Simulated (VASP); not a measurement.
Consider the following.

```
HfC
1.0
    0.00000     2.31726     2.31726
    2.31726     0.00000     2.31726
    2.31726     2.31726     0.00000
Hf C
1 1
Direct
  0.00000   0.00000   0.00000
  0.50000   0.50000   0.50000
```

Calculation: r2SCAN meta-GGA, VASP's PBE PAW potentials (set 64) (plane waves; VASP 6.6.1). Settings: 600 eV cut-off, 12×12×12 Γ-centred mesh, first-order Methfessel-Paxton smearing of 0.10 eV, potentials Hf_pv C.

Energy and stress use the plane-wave basis of the starting cell.

### Question
The ions, cell shape and volume at an external pressure of 30.0 GPa are relaxed. Give the cell that the relaxation ends in.

### Answer

```
HfC
1.0
    0.00000     2.24259     2.24259
    2.24259     0.00000     2.24259
    2.24259     2.24259     0.00000
Hf C
1 1
Direct
  0.00000   0.00000   0.00000
  0.50000   0.50000   0.50000
```
Space group Fm-3m (225), at a tolerance of 0.03 Å.

### Question
How do energy and volume change from the first to the last step?

### Answer
The energy (σ→0) changes by +99.5 meV/atom and the volume by -9.4 %, in 5 ionic steps.

The compound is HfC in the rock salt structure. This run relaxes it under an external pressure of 30 GPa. Symmetry was kept, so distortions that lower it aren't found.
